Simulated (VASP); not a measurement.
A run of VASP 6.6.1 is set up as follows.

The input INCAR:

```
SYSTEM = SiC
PREC = Accurate
ENCUT = 520
EDIFF = 1E-7
ISMEAR = 0
SIGMA = 0.02
LREAL = .False.
LASPH = .True.
NELM = 100
ALGO = Normal
ISIF = 3
LWAVE = .False.
LCHARG = .False.
GGA = PE
IBRION = 2
NSW = 80
EDIFFG = -0.15
```

Contents of KPOINTS:

```
regular mesh
0
Gamma
  12 12 12
  0 0 0
```

File POSCAR:

```
SiC
1.0
    0.0000000000      2.1790000000      2.1790000000
    2.1790000000      0.0000000000      2.1790000000
    2.1790000000      2.1790000000      0.0000000000
Si C
1 1
Direct
    0.0000000000      0.0000000000      0.0000000000
    0.2500000000      0.2500000000      0.2500000000
```

Potentials or basis: VASP PAW PBE potentials, release 64 (Si, C).

Command:

```console
$ cat potpaw_PBE.64/Si/POTCAR potpaw_PBE.64/C/POTCAR > POTCAR
$ mpirun -np 1 vasp_std > vasp.out
```

Predict the space group after relaxing (to 0.05 Å).

F-43m (No. 216).

What does it give for the band gap on the k mesh?

1.37 eV, indirect (least direct gap 4.53 eV).

Final structure:
```
Si C
1.0
     0.00000    2.18970    2.18970
     2.18970    0.00000    2.18970
     2.18970    2.18970    0.00000
Si C
1 1
Direct
  0.00000 0.00000 0.00000
  0.25000 0.25000 0.25000
```

 A k mesh can miss the band edges.
